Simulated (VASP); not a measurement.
Consider the following.

```xyz
2
Lattice="0.0000 2.7071 2.7071 2.7071 0.0000 2.7071 2.7071 2.7071 0.0000" Properties=species:S:1:pos:R:3 pbc="T T T"
Si     0.0000     0.0000     0.0000
Si     1.3536     1.3536     1.3536
```

The numbers are results of HSEsol screened hybrid, VASP's PBE PAW potentials (set 64) (plane waves; VASP), not measurements. Run with 520 eV cut-off, 6×6×6 Γ-centred mesh, Gaussian smearing of 0.050 eV, potentials Si.

**Question.** Give the energy at these volumes per atom, relative to the lowest: 18.60, 19.22, 19.83, 20.44, 21.06 Å³.

**Answer.** 27.6, 6.7, 0.0, 5.6, 21.4 meV/atom. A third-order Birch-Murnaghan fit gives B0 = 102 GPa and B0′ = 4.2.

Measured: bulk modulus 101 GPa at 0 K (computed value off by +1.4 %), as given by Jianwei Sun et al., Physical Review B (2011), doi:10.1103/physrevb.84.035117 [0 K value with zero-point phonon effects removed]; a 5.421 Å at 0 K (computed value off by -0.1 %), as given by Daniel Mejia-Rodriguez et al., Physical Review B (2018), arXiv:1807.09216 [static lattice: zero-point anharmonic expansion removed].

The compound is Si in the diamond structure. It was relaxed first. The cell's shape comes from a PBE relaxation.
